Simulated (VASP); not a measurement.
Crystal: LiV3.

```
CELL_PARAMETERS angstrom
3.73594 0.00000 0.00000
0.00000 3.73594 0.00000
0.00000 0.00000 3.73594
ATOMIC_POSITIONS crystal
Li 0.00000 0.00000 0.00000
V 0.50000 0.50000 0.00000
V 0.50000 0.00000 0.50000
V 0.00000 0.50000 0.50000
```

The cell was built by a generator and needn't be a form met in nature.

| Item | Value |
| --- | --- |
| Program | VASP 6.6.1 |
| Task | relaxation of cell and atoms |
| Functional | PBE |
| Potentials or basis | VASP PAW PBE potentials, release 64 (Li_sv, V_sv) |
| Cutoff | 600 eV |
| k mesh | 7 × 7 × 7 |
| Occupations | methfessel-paxton, width 0.1 eV |
| Spin | collinear spin, ferromagnetic start |
| Starting moments | [0.0, 2.0, 2.0, 2.0] μB |

At the start: pressure 2.6 GPa; volume 13.04 Å³/atom.

Question: How do energy, volume and symmetry change on relaxing?

Answer: Over 3 steps the energy falls by 2.2 meV/atom and the volume is 13.30 Å³/atom (+2.0 %); space group Pm-3m (No. 221, to 0.05 Å); moment 1.17 μB per cell.

Step by step:
```csv
step,energy change (eV),largest force (eV/Å),pressure (GPa),volume (Å³)
1,0.0000,0.0000,2.64,52.14
2,-0.0063,0.0000,-1.31,53.78
3,-0.0087,0.0000,0.01,53.21
```

Final structure:
```
CELL_PARAMETERS angstrom
3.76124 0.00000 0.00000
0.00000 3.76124 0.00000
0.00000 0.00000 3.76124
ATOMIC_POSITIONS crystal
Li 0.00000 0.00000 0.00000
V 0.50000 0.50000 0.00000
V 0.50000 0.00000 0.50000
V 0.00000 0.50000 0.50000
```

Caveat: the cutoff is under 1.25 times the usual one of these potentials, so pressure, stress and relaxed cells hold a basis-set (Pulay) error.
